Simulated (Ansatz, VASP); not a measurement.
**Si2IrPd2: VASP beside Ansatz**

```
Si Pd Ir
1.0
     4.40916    0.00000    0.00000
     0.00000    4.40916    0.00000
     0.00000    0.00000    4.68085
Si Pd Ir
2 2 1
Direct
  0.00000 0.50000 0.50000
  0.50000 0.00000 0.50000
  0.00000 0.00000 0.74586
  0.00000 0.00000 0.25414
  0.50000 0.50000 0.00000
```

Alike in both runs: task single point; functional PBE; k mesh 4 × 4 × 4; occupations gaussian, width 0.1 eV; no spin polarisation.

|  | VASP | Ansatz |
| --- | --- | --- |
| version | VASP 6.6.1 | Ansatz 0.2.0 |
| potentials or method | VASP PAW PBE potentials, release 64 (Si, Pd, Ir) | scalar-relativistic, plane waves, PAW |
| plane-wave cutoff (eV) | 520 | 420 |
| valence electrons in the cell | 37 | 61 |

Ansatz gave:

| Property | Result |
| --- | --- |
| gap on the k mesh at the Fermi level (eV) | none |
| pressure (GPa) | -5.8 |
| largest component of the traceless stress (GPa) | 25.51 |
| rms of the force components (eV/Å) | 1.156 |

Question: What did VASP give for the same quantities?

Answer: gap on the k mesh at the Fermi level (eV): none; pressure (GPa): -6.0; largest component of the traceless stress (GPa): 25.00; rms of the force components (eV/Å): 1.150.

Atom by atom the forces differ by 0.006 eV/Å (rms over components). A gap of «none» marks a metal or a gap that the smearing closes. With one functional, cell and mesh, what is left measures potentials, basis and numerics. The two sets of potentials don't hold the same shells in valence.

Caveats: forces of over 1 eV/Å show positions far from the minimum, so gaps and moduli don't describe the material at rest. The runs have no spin-orbit coupling, so splittings on Ir are missing.
